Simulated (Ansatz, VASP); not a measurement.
**Tl (Thallium): VASP beside Ansatz**

Wanted: the spread between two codes on one cell, functional and k mesh. The cell is taken from a series of VASP runs on this material, whose earlier steps may have relaxed, scaled or displaced it; both programs get it as it stands.

Program: Ansatz 0.2.0. Level of theory: plane waves, with VASP 6.6.1 beside it; relaxation of cell and atoms at PBEsol. Results are calculated unless marked as measured.

## 1. Starting point

It takes space group P6_3/mmc (No. 194, hexagonal). The conventional cell has a = 3.462 Å, b = 3.462 Å, c = 5.493 Å, α = 90.00°, β = 90.00°, γ = 120.00°. Nearest to Tl lie 12 Tl at 3.40 to 3.46 Å.

## 2. Ansatz: relaxation of cell and atoms, PBEsol

Ansatz runs on its default PAW (the set named soft_2) files.

The relaxed volume is the usual yardstick between codes: its relative difference is about their pressure difference at one cell divided by the bulk modulus.

Input file input.yaml:

```yaml
crystal:
  lattice:
    - [3.4624167054, 0.0, 0.0]
    - [-1.7312083527, 2.9985408254, 0.0]
    - [0.0, 0.0, 5.4925226387]
  atoms:
    - { symbol: Tl, position: [0.6666666667, 0.3333333333, 0.75] }
    - { symbol: Tl, position: [0.3333333333, 0.6666666667, 0.25] }
hamiltonian:
  xc: pbesol
  pseudopotentials: { kind: paw }
kpoints:
  mp_grid: { grid: [16, 16, 10] }
scf:
  occupations: { method: methfessel_paxton, width: 0.15 }
relax:
  f_tol: 0.01
  max_steps: 60
  cell: { stress_tol: 0.05 }
output:
  forces: true
  stress: true
```

On the command line:

```bash
ansatz run input.yaml --threads 4 --pin off --max-ram 9216MiB --backend cpu --events-out ev --progress --plain --runs-dir out
```

Numbers of over 12 decimals in the logs are rounded to 6 here.

What it wrote:

```text
Engine: ansatz 0.2.0, aarch64-unknown-linux-gnu
Pseudopotentials: kind: paw
Pseudopotential: Tl, paw, valence charge 13, recommended cutoff 420 eV (normal), Tl.paw.azcp
Functional definition: PBEsol
  exchange = pbesol_x
  correlation = pbesol_c
Crystal: 2 atoms, lattice volume = 57.024 Å³
Basis set: ecut = 420 eV, 1093 PW (Γ), exchange–correlation on 48×48×80 points (8 copies of the dense FFT grid, shifted against one another)
Bands: 17, of which v1, the nominal top of the filled ones, is band 13 counted from 1 (12 counted from 0)
Symmetry: 24 space group operations
Space group: P63/mmc (ITA 194), of the structure as read, at distance tolerance 3.8e-5 Å
k-points: 180 of 2560
Non-local potential: Tl, projectors of the file, l = 0: 2, l = 1: 2, l = 2: 2, l = 3: 1
PAW form: soft (Blöchl's): semilocal exchange-correlation on the pseudo side does not see the compensation charge
PAW frozen core: Tl, regenerated for the run's functional, and the local potential with it (the file was generated under x = pbe(κ = 0.804, μ = 0.219515), c = pbe(β = 0.066725))
PAW one-centre angular grid: Tl, 590 points (default); XC on 64 Gauss nodes
Initial density: superposition of atomic densities (neutral atoms: chi_scale 0, normalization atom), corrected by the library's trained network
Initial wavefunctions: pseudopotential atomic-orbital guess
Functional: x = pbesol(κ = 0.804, μ = 0.123457), c = pbesol(β = 0.046)
SCF iter   1: F=—  HF=-22591.359539 eV  |F-HF|=—  |Δ(HF+E_count)|=         —  Δρ=2.66e-3  dr2=4.67e-3  ethr=1.77e-3  ⟨swp⟩=5.4  Hψ=14675  notcnv=0
preconditioner: auto → Kerker (q_TF=auto, 2.394 Å⁻¹)  [metal: Δε(μ)=0.018 eV  Ē_g=13.669 eV  σ=0.150 eV  W_gap=0.10  n_scr=22 (ndim 8)  ℏωp=25.1 eV  f_vac=0.000  D(μ)=0.67/eV (n_scr^D=2)]
SCF iter   2: F=—  HF=-22591.356268 eV  |F-HF|=—  |Δ(HF+E_count)|=   3.27e-3  S|Δr|=    0.00e0  Δρ=1.09e-3  dr2=9.61e-4  ethr=1.80e-5  ⟨swp⟩=2.5  Hψ=6733  notcnv=0
SCF iter   3: F=—  HF=-22591.355927 eV  |F-HF|=—  |Δ(HF+E_count)|=   3.41e-4  S|Δr|=    0.00e0  Δρ=3.13e-4  dr2=7.50e-5  ethr=3.70e-6  ⟨swp⟩=2.0  Hψ=4852  notcnv=0
SCF iter   4: F=—  HF=-22591.355914 eV  |F-HF|=—  |Δ(HF+E_count)|=   1.29e-5  S|Δr|=    0.00e0  Δρ=8.41e-5  dr2=2.99e-6  ethr=2.88e-7  ⟨swp⟩=2.6  Hψ=5400  notcnv=0
SCF iter   5: F=—  HF=-22591.355913 eV  |F-HF|=—  |Δ(HF+E_count)|=   3.15e-7  S|Δr|=    0.00e0  Δρ=2.39e-5  dr2=2.15e-7  ethr=1.15e-8  ⟨swp⟩=2.0  Hψ=5359  notcnv=0
SCF iter   6: F=-22591.355913 eV  HF=-22591.355913 eV  |F-HF|=2.00e-9  |Δ(HF+E_count)|=   4.08e-8  S|Δr|=    0.00e0  Δρ=4.25e-6  dr2=7.99e-9  ethr=3.85e-10  ⟨swp⟩=4.0  Hψ=9047  notcnv=0
SCF 1 converged in 6 iterations: F = -22591.355913 eV  dr2 = 7.99e-9
  greatest PAW one-centre occupation: 0.962 electrons in one spin orbital (limit 2), on the Tl atom at site 1 (counted from 0), in its partial waves of l = 2
relax step   1: F+E_penalty+E_count = -22591.35591340 eV  Δ(F+E_penalty+E_count) = +0.000e0 eV  max|allowed force component| = 2.776e-17 eV/Å  Δτ_max = 0.0000 Å  P = +0.080 GPa  Ω = 57.024 Å³  (6 SCF iters, dr2 threshold 1.00e-7 eV, accepted)
[...]
relax step   2: F+E_penalty+E_count = -22591.35591572 eV  Δ(F+E_penalty+E_count) = -2.318e-6 eV  max|allowed force component| = 6.245e-17 eV/Å  Δτ_max = 0.0000 Å  P = +0.008 GPa  Ω = 57.136 Å³  energy of the carried Pulay correction = -2.838e-5 eV  (4 SCF iters, dr2 threshold 1.63e-8 eV, accepted)
[...]
relax step   3: F+E_penalty+E_count = -22591.35594428 eV  Δ(F+E_penalty+E_count) = -2.856e-5 eV  max|allowed force component| = 5.435e-17 eV/Å  Δτ_max = 0.0000 Å  P = +0.008 GPa  Ω = 57.136 Å³  stress off target by 1.06e-2 GPa  SCF on the basis re-selected at this cell (its energy is not comparable with the rows above)  (4 SCF iters)
basis re-selected at this cell: Δ(F+E_penalty+E_count) = -2.856e-5 eV, ΔP = +0.000 GPa vs the last step (what re-selecting the basis moved, of the pressure what is left beyond the Pulay correction that the steps carried, after the strain that the cell walked since its last selection, with what the two solves' SCF thresholds leave and, on support functions, any second-order correction that the steps lacked; it is no m [...]
SCF converged after 4 iterations
Stability not checked: this state was not tested for a lower state beside it, because cold or Methfessel-Paxton smearing, or corrected tetrahedra, fill the levels in a way that the test cannot read (fill_not_monotonic; see scf.lower_state_search)
Free energy (F): -22591.355944 eV
Harris-Foulkes:  -22591.355944 eV  (|F-HF|=1.46e-11)
Internal energy: -22591.356666 eV  (E = F + TS)
E sigma→0 (E₀):  -22591.356125 eV
Entropy (-TS):   0.000722 eV (0.361 meV/atom)
Fermi energy:    10.243188 eV
--- Per-component energies (eV) ---
  E_band       = 12.690138
  E_kinetic    = 667.222273
  E_local      = -1749.864878  (includes V_loc(G=0)·N_el)
  E_nonlocal   = 638.261710
  E_hartree    = 644.398392
  E_xc         = -457.847897
  E_vxc        = -284.777766  (∫ρ·V_xc dr)
  E_paw        = -20034.740806  (= ΣΔE_a)
  E_vpaw       = -546.948010  (= ΣTr[D̂ρ^β])
  E_aug_tail   = 0.000068  (compensation charges beyond the density's cutoff)
  E_ewald      = -2298.862059
  E_core_change = 0.076530  (= ΣΔE_core)
  E_smearing   = 0.000722  (= −TS)
  E_closure    = 0.000000  (closes the sum)
  Σ components = -22591.355944   (vs F -22591.355944, Δ=0.00e0)
--- Forces (eV/Å), atoms counted from 1 ---
  atom   1  Tl     0.00000000    -0.00000000    -0.00000000
  atom   2  Tl    -0.00000000     0.00000000     0.00000000
  max |Σ_I F_I| component: 3.47e-18 eV/Å
--- Stress (GPa, compression-positive) ---
        0.010552       0.000000       0.000000
        0.000000       0.010552       0.000000
        0.000000       0.000000       0.003124
  P = ⅓ Tr σ = 0.0081 GPa (0.081 kbar)
--- Relaxed structure (2 steps of the walk, 2 accepted, 1 SCFs on fresh bases) ---
  F+E_penalty+E_count = -22591.35594428 eV   max|allowed force component| = 5.435e-17 eV/Å   (the final SCF, on the basis selected at the relaxed cell)
  cell:  # Å, volume = 57.1358 Å³
    - [3.464685, 0.0, 0.0]
    - [-1.732343, 3.000506, 0.0]
    - [0.0, 0.0, 5.496041]
  atoms:
    - { symbol: Tl, position: [0.666667, 0.333333, 0.75] }
    - { symbol: Tl, position: [0.333333, 0.666667, 0.250000] }
```

Elapsed: 5.4 s, on 4 threads of Arm Neoverse V1, shared host; peak memory 0.45 GiB.

## 3. VASP: relaxation of cell and atoms, PBEsol

The same cell, functional, mesh and smearing now go to VASP, with its own data sets and cutoff.

Lines of VASP's logs that name or quote its potential files are left out, and so is its time.

Input file INCAR:

```
SYSTEM = Tl
PREC = Accurate
ENCUT = 520
EDIFF = 1E-07
NELM = 100
ISMEAR = 1
SIGMA = 0.15
LREAL = .FALSE.
ALGO = Normal
GGA = PS
NBANDS = 19
LORBIT = 11
LWAVE = .FALSE.
LCHARG = .FALSE.
KPAR = 4
IBRION = 2
NSW = 50
ISIF = 3
EDIFFG = -0.005
LASPH = .TRUE.
```

Input file POSCAR:

```
Tl
1.0
    3.4624167054      0.0000000000      0.0000000000
   -1.7312083527      2.9985408254      0.0000000000
    0.0000000000      0.0000000000      5.4925226387
Tl
2
Direct
    0.6666666667      0.3333333333      0.7500000000
    0.3333333333      0.6666666667      0.2500000000
```

Input file KPOINTS:

```
Automatic mesh
0
Gamma
16 16 10
0 0 0
```

PAW data sets: Tl_d (PBE family, release 64).

On the command line:

```bash
mpirun -np 4 vasp_std
```

What it wrote:

```text
[banner, memory and clock lines left out]
running    4 mpi-ranks, on    1 nodes
 distrk:  each k-point on    1 cores,    4 groups
 distr:  one band on    1 cores,    1 groups

 POSCAR found type information on POSCAR Tl
 POSCAR found :  1 types and       2 ions
|                                                                             |
|               ----> ADVICE to this user running VASP <----                  |
|                                                                             |
|     You enforced a specific xc type in the INCAR file but a different       |
|     [... a line on the potential file left out ...]
|     I HOPE YOU KNOW WHAT YOU ARE DOING!                                     |
|                                                                             |

 LDA part: xc-table for (Slater+PW92), standard interpolation
 POSCAR, INCAR and KPOINTS ok, starting setup
 FFT: planning ... GRIDC
 FFT: planning ... GRID_SOFT
 FFT: planning ... GRID
 WAVECAR not read
 entering main loop
       N       E                     dE             d eps       ncg     rms          rms(c)
DAV:   1     0.129843264591E+03    0.12984E+03   -0.14316E+04  6872   0.130E+03
DAV:   2    -0.290842177888E+01   -0.13275E+03   -0.13058E+03  7359   0.283E+02
DAV:   3    -0.532558279985E+01   -0.24172E+01   -0.24046E+01  7829   0.337E+01
DAV:   4    -0.534069399433E+01   -0.15111E-01   -0.15103E-01  7376   0.280E+00
DAV:   5    -0.534089112874E+01   -0.19713E-03   -0.19713E-03  7544   0.323E-01    0.306E+00
DAV:   6    -0.527672175286E+01    0.64169E-01   -0.11536E-01  7145   0.272E+00    0.215E+00
DAV:   7    -0.526563182776E+01    0.11090E-01   -0.42864E-02  7119   0.164E+00    0.846E-01
DAV:   8    -0.526477614863E+01    0.85568E-03   -0.26061E-03  7092   0.403E-01    0.483E-02
DAV:   9    -0.526477775293E+01   -0.16043E-05   -0.15551E-05  7706   0.350E-02    0.113E-02
DAV:  10    -0.526477999743E+01   -0.22445E-05   -0.25388E-06  7286   0.144E-02    0.119E-03
DAV:  11    -0.526478005210E+01   -0.54669E-07   -0.17136E-07  4940   0.299E-03
   1 F= -.52647801E+01 E0= -.52650210E+01  d E =-.526478E+01
 curvature:   0.00 expect dE= 0.000E+00 dE for cont linesearch  0.000E+00
 trial: gam= 0.00000 g(F)=  0.330E-46 g(S)=  0.909E-06 ort = 0.000E+00 (trialstep = 0.100E+01)
 search vector abs. value=  0.909E-06
 reached required accuracy - stopping structural energy minimisation
```

From OUTCAR (step 3):

```text
ion  position               nearest neighbor table
   1  0.667  0.333  0.750-   2 3.40   2 3.40   2 3.40   2 3.40   2 3.40   2 3.40
   2  0.333  0.667  0.250-   1 3.40   1 3.40   1 3.40   1 3.40   1 3.40   1 3.40

  LATTYP: Found a hexagonal cell.
 ALAT       =     3.4624167054
 C/A-ratio  =     1.5863262877

 Subroutine GETGRP returns: Found 24 space group operations
 (whereof 12 operations were pure point group operations)

The static configuration has the point symmetry D_3d.
 The point group associated with its full space group is D_6h.

 Found    180 irreducible k-points:

   k-points           NKPTS =    180   k-points in BZ     NKDIM =    180   number of bands    NBANDS=     19

   dimension x,y,z NGX =    28 NGY =   28 NGZ =   42
   dimension x,y,z NGXF=    56 NGYF=   56 NGZF=   84

   ENCUT  =  520.0 eV  38.22 Ry    6.18 a.u.   6.44  6.44 10.21*2*pi/ulx,y,z

   NELECT =      26.0000    total number of electrons

 k-points in reciprocal lattice and weights: Automatic mesh
   0.00000000  0.00000000  0.00000000       0.000
   0.06250000 -0.00000000  0.00000000       0.002
   0.12500000 -0.00000000  0.00000000       0.002
   0.18750000  0.00000000  0.00000000       0.002
   0.25000000 -0.00000000  0.00000000       0.002
   0.31250000 -0.00000000  0.00000000       0.002
   0.37500000  0.00000000  0.00000000       0.002
   0.43750000 -0.00000000  0.00000000       0.002
   0.50000000 -0.00000000  0.00000000       0.001
[...]
0.37500000  0.25000000  0.50000000       0.002
   0.31250000  0.31250000  0.50000000       0.002

 average (electrostatic) potential at core
       1 -82.9083       2 -82.9083

 E-fermi :   6.4180

 k-point     1 :       0.0000    0.0000    0.0000
  band No.  band energies     occupation
    ...
      9      -4.6183      2.00000
     10      -4.6183      2.00000
     11      -3.6736      2.00000
     12       1.3752      2.00000
     13       3.5608      2.00000
     14      14.3062      0.00000
     15      14.3062      0.00000
     16      16.4170      0.00000
     17      16.4170      0.00000
     18      16.6271      0.00000
    ...

 k-point     2 :       0.0625   -0.0000    0.0000
  band No.  band energies     occupation
    ...
      9      -4.6351      2.00000
     10      -4.6148      2.00000
     11      -3.5997      2.00000
     12       1.4209      2.00000
     13       3.6577      2.00000
     14      13.3727      0.00000
     15      13.9318      0.00000
     16      15.5910      0.00000
     17      16.6622      0.00000
     18      17.2951      0.00000
    ...

 k-point     3 :       0.1250   -0.0000    0.0000
  band No.  band energies     occupation
    ...
      9      -4.6799      2.00000
     10      -4.6059      2.00000
     11      -3.3746      2.00000
     12       1.5598      2.00000
     13       3.9425      2.00000
     14      11.6566      0.00000
     15      13.1833      0.00000
     16      14.6431      0.00000
     17      16.8408      0.00000
     18      16.8840      0.00000
    ...

  Total        0.0038820      0.0038820      0.0027494     -0.0000000      0.0000000      0.0000000
  in kB        0.1090707      0.1090707      0.0772467     -0.0000000      0.0000000      0.0000000
  external PRESSURE =       0.0984627 kB  Pullay stress =       0.0000000 kB

  energy-cutoff  :      520.00
  volume of cell :       57.02
      direct lattice vectors                 reciprocal lattice vectors
     3.462416705  0.000000000  0.000000000     0.288815612  0.166747771  0.000000000
    -1.731208353  2.998540825  0.000000000     0.000000000  0.333495543  0.000000000
     0.000000000  0.000000000  5.492522639     0.000000000  0.000000000  0.182065704

 POSITION                                       TOTAL-FORCE (eV/Angst)
 -----------------------------------------------------------------------------------
      1.73121      0.99951      4.11939        -0.000000      0.000000      0.000000
     -0.00000      1.99903      1.37313         0.000000     -0.000000      0.000000
 -----------------------------------------------------------------------------------
    total drift:                               -0.000000      0.000000      0.000000

  FREE ENERGIE OF THE ION-ELECTRON SYSTEM (eV)
  ---------------------------------------------------
  free  energy   TOTEN  =        -5.2647800521 eV

  energy  without entropy=       -5.2655029834  energy(sigma->0) =       -5.26502103

 reached required accuracy - stopping structural energy minimisation

 total charge
# of ion       s       p       d       tot
------------------------------------------
    1        1.175   0.392   9.637  11.204
    2        1.175   0.392   9.637  11.204
--------------------------------------------------
tot          2.351   0.784  19.274  22.408

[... 3 further parts left out ...]
```

## 4. Comparison

Known differences besides the potentials themselves: both relaxations stop at a tolerance, which leaves soft axes loose, and VASP keeps its plane-wave basis; the cutoff is 420 eV in Ansatz and 520 eV in VASP; Ansatz makes its cores anew for this functional, VASP keeps those of its PBE data sets; Ansatz adds a Pulay correction to the stress that steers its cell, VASP none. Total energies have different zeros and are not compared.

Compared:

```csv
quantity,Ansatz,VASP,difference
volume (Å³),57.14,57.02,+0.20 %
"edge a after relaxation, in the typed setting (Å)",3.465,3.462,+0.07 %
"edge c after relaxation, in the typed setting (Å)",5.496,5.492,+0.06 %
```

The walks stopped with 0.01 GPa left in Ansatz and 0.01 GPa in VASP; each walk ends within a tolerance, so the volume difference is uncertain by about these residues over the bulk modulus, most in soft cells.

## 5. What came out

| Quantity | Value |
| --- | --- |
| difference in volume (relaxation of cell and atoms, PBEsol) | 0.20 % |

In words: The difference in volume is 0.20 % (relaxation of cell and atoms, PBEsol), within the 1.2 % picked in this series as the mark of a large difference, as far as the stopping tolerances let one tell. Such differences can come from data sets, numerical settings and the points named under the comparisons, not from the functional's error against experiment.

[Lines on the potential files, build, host, timing and source positions are cut from VASP's logs without a mark.]

[Logs are printed without paths, hosts, clocks, repeated set-up lines and the standing remarks that a program may print on its own settings, such as how far it seeks lower states.]

[Hosts, paths, dates, database ids (printed as entryN), source tags and the programs' standing remarks are cut or masked in the printed files.]
